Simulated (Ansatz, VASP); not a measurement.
**Na2Ge30O61: VASP beside Ansatz**

Aim: how closely do two programs agree when they are given the same cell, functional and k mesh? The structure shown is frame 41 of Ansatz's trajectory.

Main program and level: Ansatz 0.2.0; plane waves, with VASP 6.6.1 beside it; single point at PBE.

**1. Starting point**

The cell holds 93 atoms: 30 Ge, 2 Na and 61 O. Cell: a = 11.329 Å, b = 11.329 Å, c = 11.329 Å, α = 90.0°, β = 90.0°, γ = 90.0°. As first built, before any earlier steps moved the atoms (in the runner's words): 93 atoms (30 Ge, 2 Na, 61 O) placed at random at 3.66 g/cm^3, melted at 4000 K for 10 ps at fixed volume with the Morse and Coulomb pair potential with partial charges (Pedone, Malavasi, Menziani, Cormack and Segre, J. Phys. Chem. B 110, 11780 (2006)). Quenched from 4000 K to 300 K at 60 K/ps and fixed volume, held 10 ps at zero pressure.

**2. Ansatz: dynamics, PBE**

Ansatz runs on its default PAW (the set named soft_2) files.

One frame of this run of dynamics is then solved in both programs, so the motion causes no difference.

Contents of input.yaml:

```yaml
crystal:
  lattice:
    - [11.32922, 0.0, 0.0]
    - [0.0, 11.32922, 0.0]
    - [0.0, 0.0, 11.32922]
  atoms:
    - { symbol: Ge, position: [0.75246, 0.08085, 0.45913] }
    - { symbol: Ge, position: [0.02045, 0.48333, 0.16926] }
    - { symbol: Ge, position: [0.91233, 0.46008, 0.5244] }
    - { symbol: Ge, position: [0.00532, 0.14949, 0.12531] }
    - { symbol: Ge, position: [0.23824, 0.94917, 0.76081] }
    - { symbol: Ge, position: [0.16097, 0.64463, 0.50325] }
    - { symbol: Ge, position: [0.09074, 0.87239, 0.06678] }
    - { symbol: Ge, position: [0.29134, 0.47361, 0.28378] }
    - { symbol: Ge, position: [0.33457, 0.67501, 0.75071] }
    - { symbol: Ge, position: [0.36703, 0.089, 0.22268] }
    - { symbol: Ge, position: [0.97123, 0.30113, 0.76357] }
    - { symbol: Ge, position: [0.23868, 0.17657, 0.96122] }
    - { symbol: Ge, position: [0.27614, 0.10802, 0.50586] }
    - { symbol: Ge, position: [0.44239, 0.41117, 0.52134] }
    - { symbol: Ge, position: [0.6603, 0.61769, 0.49546] }
    - { symbol: Ge, position: [0.00168, 0.19424, 0.42606] }
    - { symbol: Ge, position: [0.0085, 0.73154, 0.31646] }
    - { symbol: Ge, position: [0.71631, 0.77087, 0.76186] }
    - { symbol: Ge, position: [0.75655, 0.41219, 0.1536] }
    - { symbol: Ge, position: [0.53479, 0.17248, 0.64544] }
    - { symbol: Ge, position: [0.70449, 0.67655, 0.05196] }
    - { symbol: Ge, position: [0.09837, 0.54274, 0.8867] }
    - { symbol: Ge, position: [0.37664, 0.86073, 0.05066] }
    - { symbol: Ge, position: [0.76329, 0.20204, 0.97097] }
    - { symbol: Ge, position: [0.72708, 0.82577, 0.30352] }
    - { symbol: Ge, position: [0.40717, 0.36891, 0.79573] }
    - { symbol: Ge, position: [0.43292, 0.56487, 0.03384] }
    - { symbol: Ge, position: [0.98557, 0.79505, 0.80958] }
    - { symbol: Ge, position: [0.59154, 0.27491, 0.33761] }
    - { symbol: Ge, position: [0.56963, 0.00235, 0.86797] }
[... 57 atom lines left out ...]
    - { symbol: O, position: [0.58248, 0.59389, 0.05359] }
    - { symbol: O, position: [0.38006, 0.70608, 0.04094] }
    - { symbol: O, position: [0.69252, 0.69366, 0.62749] }
    - { symbol: O, position: [0.97944, 0.5861, 0.27392] }
    - { symbol: O, position: [0.65989, 0.11046, 0.58168] }
    - { symbol: O, position: [0.90454, 0.38185, 0.15661] }
kpoints:
  mp_grid: { grid: [1, 1, 1] }
hamiltonian:
  xc: pbe
scf:
  occupations: { method: fixed }
output:
  forces: true
  stress: true
md:
  timestep: 1.0
  n_steps: 122
  ensemble: nvt_nose_hoover
  temperature: 400
  initial_velocities: maxwell_boltzmann
  seed: 503
```

The run is started by

```bash
$ ansatz run input.yaml --threads 4 --pin off --max-ram 8192MiB --backend cpu --events-out ev --progress --plain --runs-dir out
```

Numbers of over 12 decimals in the logs are rounded to 6 here.

Log:

```text
Warning: md: disabling space-group detection — thermal motion breaks the input geometry's symmetry, so no spatial operation reduces the k-mesh or symmetrises the density; time reversal is kept, so that k and −k are solved as one point where they differ and the mesh holds both, and exact exchange and, on two spinor components, a DFT+U term hold to it where the run has them: on two components no moment then forms, and  [...]
Warning: output.stress: scf.convergence.dr2_threshold = 9.3e-8 eV (the default of an md: trajectory) is looser than the 9.3e-9 eV advised for a printed stress (1e-10 eV for each atom of the cell: 93). What an SCF threshold leaves in a stress goes as its square root, and in the free energy as the threshold itself, and one threshold admits the most on a small cell: [figures from the program's tests cut] Set scf.converg [...]
Engine: ansatz 0.2.0, x86_64-unknown-linux-gnu
Pseudopotentials: kind: paw
Pseudopotential: Ge, paw, valence charge 14, recommended cutoff 420 eV (normal), Ge.paw.azcp
Pseudopotential: Na, paw, valence charge 9, recommended cutoff 420 eV (normal), Na.paw.azcp
Pseudopotential: O, paw, valence charge 6, recommended cutoff 420 eV (normal), O.paw.azcp
Functional definition: PBE
  parameter kappa = 0.804
  parameter beta = 0.066725
  exchange = pbe_x(kappa = kappa, mu = beta*pi^2/3)
  correlation = pbe_c(beta = beta)
Crystal: 93 atoms, lattice volume = 1454.119 Å³
Basis set: ecut = 420 eV, 28425 PW (Γ), exchange–correlation on 160×160×160 points (8 copies of the dense FFT grid, shifted against one another)
Bands: 495, of which v1, the nominal top of the filled ones, is band 402 counted from 1 (401 counted from 0)
Symmetry: 1 space group operations
k-points: 1
Non-local potential: Ge, projectors of the file, l = 0: 2, l = 1: 2, l = 2: 3, l = 3: 1
Non-local potential: Na, projectors of the file, l = 0: 3, l = 1: 2, l = 2: 1
Non-local potential: O, projectors of the file, l = 0: 2, l = 1: 2, l = 2: 1
PAW form: soft (Blöchl's): semilocal exchange-correlation on the pseudo side does not see the compensation charge
PAW one-centre angular grid: Ge, 590 points (default); XC on 64 Gauss nodes
PAW one-centre angular grid: Na, 110 points (default); XC on 64 Gauss nodes
PAW one-centre angular grid: O, 110 points (default); XC on 64 Gauss nodes
Initial density: superposition of atomic densities (neutral atoms: chi_scale 0, normalization atom), corrected by the library's trained network
Initial wavefunctions: pseudopotential atomic-orbital guess
Functional: x = pbe(κ = 0.804, μ = 0.219515), c = pbe(β = 0.066725)
SCF iter   1: F=—  HF=-166413.409475 eV  |F-HF|=—  |Δ(HF+E_count)|=         —  Δρ=2.98e-3  dr2=1.69e-1  ethr=1.77e-3  ⟨swp⟩=5.0  Hψ=1669  notcnv=0  defer=91
preconditioner: auto → Resta (q_TF=auto, 2.472 Å⁻¹)  ε∞=2.7  [insulator: Δε(μ)=1.351 eV  Ē_g=21.124 eV  n_scr=364 (ndim 8)  ℏωp=27.5 eV  f_vac=0.274  ε∞_Penn≈2.7]
SCF iter   2: F=—  HF=-166413.388333 eV  |F-HF|=—  |Δ(HF+E_count)|=   2.11e-2  Δρ=1.68e-3  dr2=3.69e-2  ethr=2.10e-5  ⟨swp⟩=2.0  Hψ=723  notcnv=0  defer=91
SCF iter   3: F=—  HF=-166413.385346 eV  |F-HF|=—  |Δ(HF+E_count)|=   2.99e-3  Δρ=7.37e-4  dr2=1.20e-2  ethr=4.59e-6  ⟨swp⟩=3.0  Hψ=594  notcnv=0  defer=91
SCF iter   4: F=—  HF=-166413.384109 eV  |F-HF|=—  |Δ(HF+E_count)|=   1.24e-3  Δρ=3.06e-4  dr2=1.45e-3  ethr=1.49e-6  ⟨swp⟩=3.0  Hψ=663  notcnv=0  defer=91
SCF iter   5: F=—  HF=-166413.384012 eV  |F-HF|=—  |Δ(HF+E_count)|=   9.70e-5  Δρ=1.55e-4  dr2=3.64e-4  ethr=1.81e-7  ⟨swp⟩=2.0  Hψ=676  notcnv=0  defer=91
SCF iter   6: F=—  HF=-166413.384023 eV  |F-HF|=—  |Δ(HF+E_count)|=   1.12e-5  Δρ=5.07e-5  dr2=3.83e-5  ethr=4.53e-8  ⟨swp⟩=2.0  Hψ=596  notcnv=0  defer=90
SCF iter   7: F=—  HF=-166413.381715 eV  |F-HF|=—  |Δ(HF+E_count)|=   2.31e-3  Δρ=2.33e-5  dr2=7.51e-6  ethr=4.76e-9  ⟨swp⟩=2.0  Hψ=759  notcnv=0  defer=90
SCF iter   8: F=—  HF=-166413.381718 eV  |F-HF|=—  |Δ(HF+E_count)|=   3.10e-6  Δρ=9.98e-6  dr2=1.33e-6  ethr=9.34e-10  ⟨swp⟩=2.0  Hψ=670  notcnv=0  defer=90
[...]
md step   116: t =   116.00 fs  T =   577.6 K  F+E_penalty+E_count = -166417.73443794 eV  E_kin = 6.869134 eV  conserved = -166408.63062879 eV  P_inst = -1.3917 GPa  (3 SCF iters)
md step   117: t =   117.00 fs  T =   579.3 K  F+E_penalty+E_count = -166417.77492195 eV  E_kin = 6.888452 eV  conserved = -166408.63072684 eV  P_inst = -1.4960 GPa  (4 SCF iters)
md step   118: t =   118.00 fs  T =   578.3 K  F+E_penalty+E_count = -166417.78494642 eV  E_kin = 6.877234 eV  conserved = -166408.63064874 eV  P_inst = -1.5863 GPa  (3 SCF iters)
md step   119: t =   119.00 fs  T =   574.9 K  F+E_penalty+E_count = -166417.76576836 eV  E_kin = 6.836825 eV  conserved = -166408.63039971 eV  P_inst = -1.6621 GPa  (3 SCF iters)
md step   120: t =   120.00 fs  T =   569.4 K  F+E_penalty+E_count = -166417.72147778 eV  E_kin = 6.771399 eV  conserved = -166408.62999503 eV  P_inst = -1.7237 GPa  (9 SCF iters)
md step   121: t =   121.00 fs  T =   562.4 K  F+E_penalty+E_count = -166417.65859140 eV  E_kin = 6.687520 eV  conserved = -166408.62947717 eV  P_inst = -1.7719 GPa  (4 SCF iters)
[...]
md step   122: t =   122.00 fs  T =   554.4 K  F+E_penalty+E_count = -166417.58536735 eV  E_kin = 6.593460 eV  conserved = -166408.62890504 eV  P_inst = -1.8085 GPa  (9 SCF iters)
SCF converged after 9 iterations
Free energy (F): -166417.585367 eV
Harris-Foulkes:  -166417.585367 eV  (|F-HF|=1.48e-9)
Internal energy: -166417.585367 eV  (E = F + TS)
E sigma→0 (E₀):  -166417.585367 eV
Fermi energy:    4.378545 eV
--- Per-component energies (eV) ---
  E_band       = -8439.098238
  E_kinetic    = 14202.736804
  E_local      = -124361.823442  (includes V_loc(G=0)·N_el)
  E_nonlocal   = 15913.219067
  E_hartree    = 52721.106163
  E_xc         = -6768.560026
  E_vxc        = -7687.076999  (∫ρ·V_xc dr)
  E_paw        = -70953.111235  (= ΣΔE_a)
  E_vpaw       = -11948.519310  (= ΣTr[D̂ρ^β])
  E_aug_tail   = 0.155714  (compensation charges beyond the density's cutoff)
  E_ewald      = -47171.308412
  E_smearing   = -0.000000  (= −TS)
  E_closure    = 0.000000  (closes the sum)
  Σ components = -166417.585367   (vs F -166417.585367, Δ=0.00e0)
--- Forces (eV/Å), atoms counted from 1 ---
  atom   1  Ge    -1.31406487    -1.77246810     0.81246775
  atom   2  Ge     1.38131779     1.92179464    -1.87920953
  atom   3  Ge    -1.56049125    -2.73606744    -0.50423752
  atom   4  Ge     0.12786276    -0.92921497    -0.11980655
  atom   5  Ge     1.09402658    -2.61649196    -1.28808258
  atom   6  Ge     2.32135935     0.71137836     0.25193009
  atom   7  Ge    -1.86324305     0.19228912     0.38260346
  atom   8  Ge     0.77973664    -1.34756317    -0.64040456
  atom   9  Ge     1.68863741     0.69051657    -0.52811922
  atom  10  Ge    -0.25919447     0.17106514     1.27191614
  atom  11  Ge     0.73169293    -0.53526678    -0.93483799
  atom  12  Ge     0.29843864     0.66258888     0.09399933
  atom  13  Ge    -0.09069954    -0.25652647    -0.07160875
  atom  14  Ge     0.24313433    -0.53978177    -0.00820036
  atom  15  Ge    -1.52363235    -1.63772002     1.05327746
  atom  16  Ge     0.56436422     1.08140470     1.71049769
  atom  17  Ge     0.77674746    -0.05519408    -1.31304727
  atom  18  Ge    -0.60079138     1.06489867     1.60335531
  atom  19  Ge    -0.75272946     0.98309979     0.83426903
  atom  20  Ge     1.05211574    -1.22667154    -1.09529489
  atom  21  Ge    -0.91026177    -0.45771017     0.47226531
  atom  22  Ge     0.61131236    -0.15345853     0.07141746
  atom  23  Ge    -0.86402132     0.15984234     0.44491378
  atom  24  Ge    -0.09178155    -0.77216817    -0.22270626
[...]
atom  86  O     -1.46571410     0.15577755    -0.67714995
  atom  87  O      0.04699325    -1.46425249    -0.06019242
  atom  88  O      0.15805961     1.86801820     0.17474444
  atom  89  O     -0.13406703     0.19372998    -0.41354914
  atom  90  O      0.15234133    -1.58552542    -1.17482372
  atom  91  O     -0.20992777     0.90611881     0.10348782
  atom  92  O      0.43514217    -0.06574700     0.73530347
  atom  93  O     -1.73863123    -0.78921196    -0.39750619
  max |Σ_I F_I| component: 9.03e-5 eV/Å
--- Stress (GPa, compression-positive) ---
       -1.785141      -0.600151       1.241273
       -0.600151      -0.665945      -0.858030
        1.241273      -0.858030      -4.443154
  P = ⅓ Tr σ = -2.2981 GPa (-22.981 kbar)
--- MD trajectory: 122 steps, t = 0.0 → 122.0 fs ---
  final state: T = 554.4 K   F+E_penalty+E_count = -166417.58536735 eV   E_kin = 6.593460 eV
  conserved energy: peak-to-peak 6.295e-3 eV (6.769e-5 eV/atom) over 122.0 fs
```

Reading the cycles: dr2 is the Hartree energy of the density residual (eV), the measure of convergence; HF is the Harris–Foulkes estimate of the energy, which meets the free energy F at convergence.

**3. VASP: single point, PBE**

The same cell, functional and mesh now go to VASP, with its own data sets.

Lines of VASP's logs that name or quote its potential files are left out, and so is its time.

Contents of INCAR:

```
SYSTEM = Na2Ge30O61
PREC = Accurate
ENCUT = 520
EDIFF = 1E-06
NELM = 120
ISMEAR = 0
SIGMA = 0.01
LREAL = Auto
ALGO = Normal
GGA = PE
NBANDS = 472
LORBIT = 11
LWAVE = .FALSE.
LCHARG = .FALSE.
ISIF = 2
LASPH = .TRUE.
GGA_COMPAT = .FALSE.
EFERMI = MIDGAP
NCORE = 2
```

Contents of POSCAR:

```
Na2Ge30O61
1.0
   11.3292200000      0.0000000000      0.0000000000
    0.0000000000     11.3292200000      0.0000000000
    0.0000000000      0.0000000000     11.3292200000
Ge Na O
30 2 61
Direct
    0.7478979135      0.0840304981      0.4503134373
    0.0340623626      0.4804655572      0.1793768680
    0.9130637414      0.4600581505      0.5346175641
    0.0066465299      0.1573541691      0.1247305640
    0.2333964739      0.9518925398      0.7537676910
    0.1586252187      0.6378991669      0.4980307559
    0.0865372903      0.8674471852      0.0746741612
    0.2883252333      0.4869355525      0.2904613027
    0.3315056112      0.6826065696      0.7551976217
    0.3750743652      0.0838804437      0.2170670179
    0.9691134959      0.3052813874      0.7663104786
    0.2306866669      0.1758108678      0.9652385601
    0.2753146289      0.1037847266      0.5071311176
    0.4493866303      0.4148829310      0.5164786278
    0.6601690143      0.6190805722      0.5022146273
    0.9981463861      0.2028030173      0.4266930998
    0.0103802380      0.7268020217      0.3057138973
    0.7250896355      0.7711916619      0.7611909734
    0.7555771712      0.4148741043      0.1545296146
    0.5409286782      0.1744427242      0.6451812217
    0.7039760901      0.6675569898      0.0542491010
    0.0959907213      0.5519444410      0.8828674878
    0.3775811574      0.8583821305      0.0648323539
    0.7724274045      0.2002167846      0.9759189070
    0.7315154971      0.8182116686      0.2951836049
    0.4042114108      0.3651972510      0.7933026281
    0.4289262632      0.5583791294      0.0345654864
    0.9960879919      0.7913695735      0.8123330644
    0.5892726949      0.2637780889      0.3266420813
    0.5723518477      0.9957896484      0.8609418830
[... 57 atom lines left out ...]
    0.5841178828      0.5615479265      0.0726793195
    0.3776341178      0.7022107435      0.0395349371
    0.7088043131      0.6595158360      0.6458785336
    0.9665360899      0.5701010308      0.2987231248
    0.6813796537      0.1027873057      0.5993351705
    0.9128960334      0.3579769834      0.1814246700
```

Contents of KPOINTS:

```
Automatic mesh
0
Gamma
1 1 1
0 0 0
```

Potentials, in the order of the species: Ge_d, Na_pv and O (PBE family, release 64).

The run is started by

```bash
$ mpirun -np 8 vasp_gam
```

Log:

```text
[banner, memory and clock lines left out]
running    8 mpi-ranks, on    1 nodes
[...]
LDA part: xc-table for (Slater+PW92), standard interpolation
 POSCAR, INCAR and KPOINTS ok, starting setup
[...]
entering main loop
       N       E                     dE             d eps       ncg     rms          rms(c)
DAV:   1     0.266085594701E+05    0.26609E+05   -0.25750E+05  1096   0.447E+03
DAV:   2     0.593210277660E+04   -0.20676E+05   -0.19647E+05   944   0.120E+03
DAV:   3     0.297075533924E+03   -0.56350E+04   -0.52494E+04  1008   0.396E+02
DAV:   4    -0.609883530716E+03   -0.90696E+03   -0.88175E+03  1096   0.173E+02
[...]
DAV:  19    -0.572149108696E+03    0.21287E-05   -0.18354E-05  1200   0.322E-02    0.326E-03
DAV:  20    -0.572149109321E+03   -0.62496E-06   -0.15096E-05   984   0.131E-02    0.189E-03
DAV:  21    -0.572149109579E+03   -0.25718E-06   -0.25170E-06   696   0.653E-03
   1 F= -.57214911E+03 E0= -.57214911E+03  d E =0.000000E+00
```

Parts of OUTCAR (step 3):

```text
  FREE ENERGIE OF THE ION-ELECTRON SYSTEM (eV)
  ---------------------------------------------------
  free  energy   TOTEN  =      -572.1491095786 eV

  energy  without entropy=     -572.1491095786  energy(sigma->0) =     -572.14910958
```

The run ends at a pressure of -6.43 GPa, with forces up to 4.1 eV/Å.

**4. Differences**

Known differences besides the potentials themselves: fixed occupations in Ansatz, narrow Gaussian smearing in VASP; the data sets hold 804 valence electrons in Ansatz (on its default PAW (the set named soft_2) files) and 800 in VASP; the cutoff is 420 eV in Ansatz and 520 eV in VASP (PREC = Accurate, projectors in real space). Total energies have different zeros and are not compared.

Forces on 9 of the 93 atoms, those with the largest forces and the largest differences (eV/Å; atoms numbered as in POSCAR):

```
atom          Ansatz x, y, z            VASP x, y, z
 Ge2  -2.055, -0.735, -0.800  -2.046, -0.743, -0.805
 Ge4   -0.872, -0.267, 0.431   -0.862, -0.281, 0.516
 Ge8   0.632, -3.463, -1.721   0.639, -3.428, -1.724
Ge22   -1.526, -2.374, 0.939   -1.492, -2.381, 0.946
Ge23  -1.165, -0.578, -0.797  -1.134, -0.601, -0.871
Ge29     2.597, 3.177, 1.051     2.546, 3.110, 0.969
 O38    1.593, 0.705, -1.300    1.555, 0.686, -1.296
 O47    0.466, -1.142, 1.775    0.466, -1.136, 1.776
 O91    1.346, 1.317, -1.062    1.333, 1.308, -1.053
```

The forces differ by 20 meV/Å r.m.s., which is 2.3 % of the r.m.s. force of 0.863 eV/Å (both taken over all components).

**5. Summary of results**

```
r.m.s. force difference (single point, PBE) : 2.3 % of the r.m.s. force
```

The r.m.s. force difference is 2.3 % of the r.m.s. force (single point, PBE), within the 3 % picked in this series as the mark of a large difference. The data sets hold unlike numbers of valence electrons (804 in Ansatz and 800 in VASP), so part of the differences comes from the potentials. 2 further runs of this series are not shown here. How closely two codes agree says nothing of how well the functional describes the real material.

[Lines on the potential files, build, host, timing and source positions are cut from VASP's logs without a mark.]

[Logs are printed without paths, hosts, clocks, repeated set-up lines and the standing remarks that a program may print on its own settings, such as how far it seeks lower states.]

[Hosts, paths, dates, database ids (printed as entryN), source tags and the programs' standing remarks are cut or masked in the printed files.]
